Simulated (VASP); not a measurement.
# ClSnIH2 in VASP: further runs

One molecule, ClSnIH2, is run at these levels: PBE, PBE+TS, SCAN+D3(BJ); tasks: single point, relaxation of the atoms, atomic charges, electron localisation function.

Program: VASP 6.6.1. These are calculated values, not measurements. Logs are shortened: lines on timing, memory, paths and dates and some standing lists are left out, and cuts for length are marked.

## Step 1: The structure

The cell holds a molecule in a box, 5 atoms: a = 13.000 Å, b = 12.000 Å, c = 13.000 Å, α = 90.00°, β = 90.00°, γ = 90.00°.

## Step 2: Single point, PBE (atoms moved at random, drawn with an rms of 0.05 Å)

File INCAR:

```
SYSTEM = SnH2ICl
PREC = Accurate
ENCUT = 520
EDIFF = 1E-6
ISMEAR = 0
SIGMA = 0.01
LREAL = .FALSE.
LASPH = .TRUE.
NELM = 100
ALGO = Normal
ISIF = 2
LWAVE = .FALSE.
LCHARG = .FALSE.
GGA = PE
```

File KPOINTS:

```
Automatic mesh
0
G
  1 1 1
  0 0 0
```

File POSCAR:

```
SnH2ICl
1.0
   13.0000000000      0.0000000000      0.0000000000
    0.0000000000     12.0000000000      0.0000000000
    0.0000000000      0.0000000000     13.0000000000
Cl Sn I H
1 1 1 2
Direct
    0.3662810000      0.5636930000      0.5301230000
    0.5231470000      0.5015410000      0.4675030000
    0.6323840000      0.4238710000      0.6203330000
    0.4952110000      0.3919100000      0.3825540000
    0.5808200000      0.6080590000      0.4090990000
```

Potentials or basis: VASP PAW PBE potentials, release 64 (Cl, Sn_d, I, H).

Launch:

```
cat potpaw_PBE.64/Cl/POTCAR potpaw_PBE.64/Sn_d/POTCAR potpaw_PBE.64/I/POTCAR potpaw_PBE.64/H/POTCAR > POTCAR
mpirun -np 1 vasp_gam > vasp.out
```

OUTCAR:

```text
SYSTEM = SnH2ICl
   PREC = Accurate
   ENCUT = 520
   EDIFF = 1E-6
   ISMEAR = 0
   LREAL = .FALSE.
   LASPH = .TRUE.
   NELM = 100
   ISIF = 2
   GGA = PE

 ion  position               nearest neighbor table
   1  0.366  0.564  0.530-   2 2.32
   2  0.523  0.502  0.468-   5 1.67   4 1.76   1 2.32   3 2.61
   3  0.632  0.424  0.620-   2 2.61
   4  0.495  0.392  0.383-   2 1.76
   5  0.581  0.608  0.409-   2 1.67

  LATTYP: Found a simple tetragonal cell.
 ALAT       =    13.0000000000
 C/A-ratio  =     0.9230769231

  Lattice vectors:

 A1 = ( -13.0000000000,   0.0000000000,   0.0000000000)
 A2 = (   0.0000000000,   0.0000000000,  13.0000000000)
 A3 = (   0.0000000000,  12.0000000000,   0.0000000000)

Analysis of symmetry for initial positions (statically):
=====================================================================
 Subroutine PRICEL returns:
 Original cell was already a primitive cell.

 Routine SETGRP: Setting up the symmetry group for a
 simple tetragonal supercell.

 Subroutine GETGRP returns: Found  1 space group operations
 (whereof  1 operations were pure point group operations)
 out of a pool of 16 trial point group operations.

The static configuration has the point symmetry C_1 .

Analysis of symmetry for dynamics (positions and initial velocities):
=====================================================================
 Subroutine PRICEL returns:
 Original cell was already a primitive cell.

 Routine SETGRP: Setting up the symmetry group for a
 simple tetragonal supercell.

 Subroutine GETGRP returns: Found  1 space group operations
 (whereof  1 operations were pure point group operations)
 out of a pool of 16 trial point group operations.

The dynamic configuration has the point symmetry C_1 .

 Subroutine INISYM returns: Found  1 space group operations
 (whereof  1 operations are pure point group operations),
 and found     1 'primitive' translations

----------------------------------------------------------------------------------------

                                     Primitive cell

  volume of cell :    2028.0000

  direct lattice vectors                    reciprocal lattice vectors
    13.000000000  0.000000000  0.000000000     0.076923077  0.000000000  0.000000000
     0.000000000 12.000000000  0.000000000     0.000000000  0.083333333  0.000000000
     0.000000000  0.000000000 13.000000000     0.000000000  0.000000000  0.076923077

  length of vectors
    13.000000000 12.000000000 13.000000000     0.076923077  0.083333333  0.076923077

  position of ions in fractional coordinates (direct lattice)
     0.366281000  0.563693000  0.530123000
     0.523147000  0.501541000  0.467503000
     0.632384000  0.423871000  0.620333000
     0.495211000  0.391910000  0.382554000
     0.580820000  0.608059000  0.409099000

  ion indices of the primitive-cell ions
   primitive index   ion index
                 1           1
                 2           2
                 3           3
                 4           4
                 5           5

----------------------------------------------------------------------------------------

 KPOINTS: Automatic mesh

Automatic generation of k-mesh.
 Grid dimensions read from file:
 generate k-points for:    1    1    1

 Generating k-lattice:

  Cartesian coordinates                     Fractional coordinates (reciprocal lattice)
     0.076923077  0.000000000  0.000000000     1.000000000  0.000000000  0.000000000
     0.000000000  0.083333333  0.000000000     0.000000000  1.000000000  0.000000000
     0.000000000  0.000000000  0.076923077     0.000000000  0.000000000  1.000000000

  Length of vectors
     0.076923077  0.083333333  0.076923077

  Shift w.r.t. Gamma in fractional coordinates (k-lattice)
     0.000000000  0.000000000  0.000000000

 Subroutine IBZKPT returns following result:
 ===========================================

 Found      1 irreducible k-points:

 Following reciprocal coordinates:
            Coordinates               Weight
  0.000000  0.000000  0.000000      1.000000
   k-points           NKPTS =      1   k-points in BZ     NKDIM =      1   number of bands    NBANDS=     19
   number of dos      NEDOS =    301   number of ions     NIONS =      5
   total plane-waves  NPLWV = 864360
   dimension x,y,z NGX =    98 NGY =   90 NGZ =   98
   dimension x,y,z NGXF=   196 NGYF=  180 NGZF=  196
   ions per type =               1   1   1   2
   NGX,Y,Z   is equivalent  to a cutoff of  12.53, 12.47, 12.53 a.u.
   NGXF,Y,Z  is equivalent  to a cutoff of  25.06, 24.94, 25.06 a.u.
 SYSTEM =  SnH2ICl
   PREC   = accura    normal or accurate (medium, high low for compatibility)
   ISTART =      0    job   : 0-new  1-cont  2-samecut
   ICHARG =      2    charge: 1-file 2-atom 10-const
   ISPIN  =      1    spin polarized calculation?
   LNONCOLLINEAR =      F non collinear calculations
   LSORBIT =      F    spin-orbit coupling
   LASPH  =      T    aspherical Exc in radial PAW
   ENCUT  =  520.0 eV  38.22 Ry    6.18 a.u.  24.17 22.31 24.17*2*pi/ulx,y,z
   NELM   =    100;   NELMIN=  2; NELMDL= -5     # of ELM steps
   EDIFF  = 0.1E-05   stopping-criterion for ELM
   LREAL  =      F    real-space projection
   EDIFFG = 0.1E-04   stopping-criterion for IOM
   NSW    =      0    number of steps for IOM
   IBRION =     -1    ionic relax: 0-MD 1-quasi-New 2-CG
   NFREE  =      0    steps in history (QN), initial steepest desc. (CG)
   ISIF   =      2    stress and relaxation
   ISYM   =      2    0-nonsym 1-usesym 2-fastsym
   POTIM  = 0.5000    time-step for ionic-motion
   TEBEG  =    0.0;   TEEND  =   0.0 temperature during run
   PSTRESS=    0.0 pullay stress
   NELECT =      30.0000    total number of electrons
   NUPDOWN=      -1.0000    fix difference up-down
   EMIN   =  10.00;   EMAX   =-10.00  energy-range for DOS
   EFERMI =   0.00;   METHOD = LEGACY
   ISMEAR =     0;   SIGMA  =   0.01  broadening in eV -4-tet -1-fermi 0-gaus
   EFERMI_NEDOS =   21; number of points for ismear=-14 and -15
   IALGO  =     38    algorithm
   IMIX   =      4    mixing-type and parameters
     AMIX     =   0.40;   BMIX     =  1.00
     AMIX_MAG =   1.60;   BMIX_MAG =  1.00
  volume/ion in A,a.u.               =     405.60      2737.12
  Fermi-wavevector in a.u.,A,eV,Ry     =   0.401876  0.759436  2.197405  0.161505
  Thomas-Fermi vector in A             =   1.351762
   LORBIT       =      0    0 simple, 1 ext, 2 COOP (PROOUT), +10 PAW based schemes
   GGA     = PE    functional components
   LHFCALC =     F    Hartree Fock is set to
   AEXX    =    0.0000 exact exchange contribution
   IVDW    =     0    specifies the selected vdW correction
   LEPSILON=     F    determine dielectric tensor
   LRPA    =     F    only Hartree local field effects (RPA)
 non-spin polarized calculation
 Gauss-broadening in eV      SIGMA  =   0.01
  energy-cutoff  :      520.00
  volume of cell :     2028.00
 maximum number of plane-waves:     27285
 NGX is ok and might be reduce to    98
   NGX = 49   NGY = 45   NGZ = 49

 number of electron      29.9999997 magnetization

 Free energy of the ion-electron system (eV)
  ---------------------------------------------------
  ext. energy  EPLUGINS =         0.00000000
  ---------------------------------------------------
  free energy    TOTEN  =       -14.89346668 eV

  energy without entropy =      -14.89346668  energy(sigma->0) =      -14.89346668

 E-fermi :  -6.3088     XC(G=0):  -0.9216

 val. band max:       -6.4076054269   @ k =   0.0000   0.0000   0.0000
 cond. band min:      -2.2065027967   @ k =   0.0000   0.0000   0.0000
 fundamental gap:      4.2011026302
 Fermi energy:        -6.3088398645

 k-point     1 :       0.0000    0.0000    0.0000
  band No.  band energies     occupation
      1     -26.6165      2.00000
      2     -26.5531      2.00000
      3     -26.4721      2.00000
      4     -26.4039      2.00000
      5     -26.3938      2.00000
      6     -19.7680      2.00000
      7     -17.2008      2.00000
      8     -12.7118      2.00000
      9      -8.8462      2.00000
     10      -8.6699      2.00000
     11      -8.3782      2.00000
     12      -7.2222      2.00000
     13      -7.1726      2.00000
     14      -6.5025      2.00000
     15      -6.4076      2.00000
     16      -2.2065      0.00000
     17      -1.1223      0.00000
     18      -0.5405      0.00000
     19       0.0602      0.00000

------------------------ aborting loop because EDIFF is reached ----------------------------------------

  FORCE on cell =-STRESS in cart. coord.  units (eV):
  Direction    XX          YY          ZZ          XY          YZ          ZX
  --------------------------------------------------------------------------------------
  -------------------------------------------------------------------------------------
  Total        1.6027920      0.7044526      1.2472987     -0.3712030     -1.2156243      0.3019895
  in kB        1.2662510      0.5565375      0.9854012     -0.2932608     -0.9603776      0.2385802
  external PRESSURE =       0.9360632 kB  Pullay stress =       0.0000000 kB

 VOLUME and BASIS-vectors are now :
 -----------------------------------------------------------------------------
  energy-cutoff  :      520.00
  volume of cell :     2028.00
      direct lattice vectors                 reciprocal lattice vectors
    13.000000000  0.000000000  0.000000000     0.076923077  0.000000000  0.000000000
     0.000000000 12.000000000  0.000000000     0.000000000  0.083333333  0.000000000
     0.000000000  0.000000000 13.000000000     0.000000000  0.000000000  0.076923077

 POSITION                                       TOTAL-FORCE (eV/Angst)
 -----------------------------------------------------------------------------------
      4.76165      6.76432      6.89160        -0.370090      0.166475      0.174397
      6.80091      6.01849      6.07754        -0.506115     -0.832630     -0.929344
      8.22099      5.08645      8.06433         0.471057     -0.268327      0.670223
      6.43774      4.70292      4.97320         0.067243      0.316197      0.319660
      7.55066      7.29671      5.31829         0.337906      0.618285     -0.234936
 -----------------------------------------------------------------------------------
    total drift:                               -0.000263     -0.000467      0.000070

  FREE ENERGIE OF THE ION-ELECTRON SYSTEM (eV)
  ---------------------------------------------------
  free  energy   TOTEN  =       -14.8934666798 eV

  energy  without entropy=      -14.8934666798  energy(sigma->0) =      -14.89346668
```

It took 1.8 min on 1 thread of AMD EPYC 9R45 (Zen 5), shared host; peak memory 1.3 GiB.

What came out:

| Quantity | Value |
| --- | --- |
| Free energy | -14.8935 eV |
| Largest force | 1.347 eV/Å |
| Gap between the frontier levels | 4.20 eV |

Forces on the atoms (eV/Å):
```
Cl  -0.370  0.166  0.174
Sn  -0.506 -0.833 -0.929
I    0.471 -0.268  0.670
H    0.067  0.316  0.320
H    0.338  0.618 -0.235
```

Levels at points of the mesh, in eV from the valence-band top:
| k point | band 13 | band 14 | band 15 | band 16 | band 17 | band 18 |
| --- | --- | --- | --- | --- | --- | --- |
| (0.00, 0.00, 0.00) | -0.76 | -0.09 | 0.00 | 4.20 | 5.29 | 5.87 |

Caveat: spin-orbit coupling is left out, which moves the levels of the heavy elements.

(Continued in part 2 of 3.)
